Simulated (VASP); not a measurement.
All values below come from r2SCAN meta-GGA, VASP's PBE PAW potentials (set 64) (plane waves; VASP).

VASP input:

File KPOINTS_OPT:
```
k-points along high-symmetry lines
6
Line-mode
Reciprocal
  0.000000   0.000000   0.000000 ! GAMMA
 -0.323084   0.323084   0.000000 ! C

 -0.676916  -0.323084   0.000000 ! C_2
 -0.500000  -0.500000   0.000000 ! Y_2

 -0.500000  -0.500000   0.000000 ! Y_2
  0.000000   0.000000   0.000000 ! GAMMA

  0.000000   0.000000   0.000000 ! GAMMA
 -0.500000  -0.500000   0.500000 ! M_2

 -0.500000  -0.500000   0.500000 ! M_2
 -0.680015  -0.319985   0.500000 ! D

 -0.319985   0.319985   0.500000 ! D_2
  0.000000   0.000000   0.500000 ! A

  0.000000   0.000000   0.500000 ! A
  0.000000   0.000000   0.000000 ! GAMMA

 -0.500000   0.000000   0.500000 ! L_2
  0.000000   0.000000   0.000000 ! GAMMA

  0.000000   0.000000   0.000000 ! GAMMA
 -0.500000   0.000000   0.000000 ! V_2
```

File POSCAR:
```
TeSe2
1
    4.0021934125    -2.1850899894     0.0053967095
    4.0021934125     2.1850899894     0.0053967095
   -0.1323722826     0.0000000000     5.2941665102
Te Se
1 2
Direct
  0.7530341093   0.2469658907   0.5000000000
  0.0136480193   0.7666821287   0.8407270139
  0.2333178713   0.9863519807   0.1592729861
```

### KPOINTS
```
Automatic mesh
0
Gamma
7 7 5
0 0 0
```

INCAR:
```
# general
SYSTEM   =  TeSe2
PREC     =  Accurate
ENCUT    =  400   # plane-wave cut-off (eV)
LREAL    =  .False.   # projection in real space or not
LASPH    =  .True.

# electronic loop
EDIFF    =  1E-7   # SCF stop (eV)
NELM     =  100   # most electronic steps
ALGO     =  Normal   # blocked Davidson
LMAXMIX  =  4
LMIXTAU  =  .True.

# smearing
ISMEAR   =  -5   # tetrahedra, Bloechl

# functional
METAGGA  =  R2SCAN

# ions
ISIF     =  2   # forces and stress, cell fixed

# output
LWAVE    =  .False.
LCHARG   =  .False.
LORBIT   =  11
NEDOS    =  601   # DOS grid

# other
LEFG     =  .True.
```

POTCAR, in this order: Te Se (PBE.64 set). Program: vasp_std.

The path is coarsely sampled, so an indirect gap can come out somewhat too large. Unless said otherwise, spin-orbit coupling is left out, though it shifts the bands of the heavy elements here.

What does the run give for the energy per atom (σ→0), band gap (over mesh and band path)?

The energy per atom (σ→0) is -18.021 eV/atom. The band gap (over mesh and band path) is 1.05 eV.

OSZICAR:
```
...
DAV:  13    -0.540635414937E+02   -0.19899E-03   -0.34090E-04  2107   0.184E-01    0.133E-02
DAV:  14    -0.540635950549E+02   -0.53561E-04   -0.77969E-05  1967   0.899E-02    0.638E-03
DAV:  15    -0.540636047906E+02   -0.97357E-05   -0.12006E-05  2032   0.401E-02    0.328E-03
DAV:  16    -0.540636077588E+02   -0.29682E-05   -0.45079E-06  1907   0.213E-02    0.161E-03
DAV:  17    -0.540636085562E+02   -0.79734E-06   -0.50198E-07  2237   0.755E-03    0.713E-04
DAV:  18    -0.540636086018E+02   -0.45628E-07   -0.83370E-08  1356   0.326E-03
   1 F= -.54063609E+02 E0= -.54063609E+02  d E =0.000000E+00
       N       E                     dE             ncg
```

The structure comes from a computed database's TeSe2 entry (C2); how it stands against other phases isn't given here. It was relaxed first.
